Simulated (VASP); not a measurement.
Input of a VASP 6.6.1 run:

Contents of INCAR:

```
SYSTEM = NaBe2Se2
ALGO = Fast ; EDIFF = 1E-6
EDIFFG = -0.005 ; ENCUT = 600
GGA = PS ; IBRION = 2
ISIF = 3 ; ISMEAR = -1
IVDW = 11 ; LASPH = .TRUE.
LCHARG = .FALSE. ; LREAL = .FALSE.
LWAVE = .FALSE. ; NELM = 60
NSW = 40 ; PREC = Accurate
SIGMA = 0.05
```

File KPOINTS:

```
k-points
0
G
  6 6 3
  0 0 0
```

Contents of POSCAR:

```
NaBe2Se2
1.0
    3.6722800000      0.0000000000      0.0000000000
   -1.8361400000      3.1802800000      0.0000000000
    0.0000000000      0.0000000000      8.0111600000
Na Be Se
1 2 2
Direct
    0.0000000000      0.0000000000      0.5000000000
    0.3333300000      0.6666700000      0.1463900000
    0.3333300000      0.6666700000      0.8536100000
    0.6666700000      0.3333300000      0.2285200000
    0.6666700000      0.3333300000      0.7714800000
```

Potentials or basis: VASP PAW PBE potentials, release 64 (Na_pv, Be, Se).

Launch:

```bash
$ cat potpaw_PBE.64/Na_pv/POTCAR potpaw_PBE.64/Be/POTCAR potpaw_PBE.64/Se/POTCAR > POTCAR
$ mpirun -np 1 vasp_std > vasp.out
```

Predict the relaxed cell.

a = 3.622 Å, b = 3.622 Å, c = 7.818 Å, α = 90.00°, β = 90.00°, γ = 120.00°.

Predict the space group after relaxing (to 0.05 Å).

P-6m2 (No. 187).

What does it give for the dispersion energy per atom?

-0.196 eV.

Estimate the relaxed volume.

17.76 Å³/atom.

The path:
```csv
step,energy change (eV),largest force (eV/Å),pressure (GPa),volume (Å³)
1,0.0000,0.1122,-2.70,93.56
2,-0.0390,0.0258,-0.12,89.35
3,-0.0391,0.0282,-0.03,89.21
4,-0.0414,0.0123,0.00,88.98
5,-0.0417,0.0259,-0.01,88.89
6,-0.0417,0.0271,0.00,88.88
7,-0.0418,0.0191,-0.01,88.88
8,-0.0419,0.0059,-0.03,88.87
9,-0.0419,0.0035,0.03,88.80
```

Caveat: the PAW data sets were made with another functional, which shifts forces and pressure a little; pairwise dispersion overbinds metals, which lowers pressure and volume.
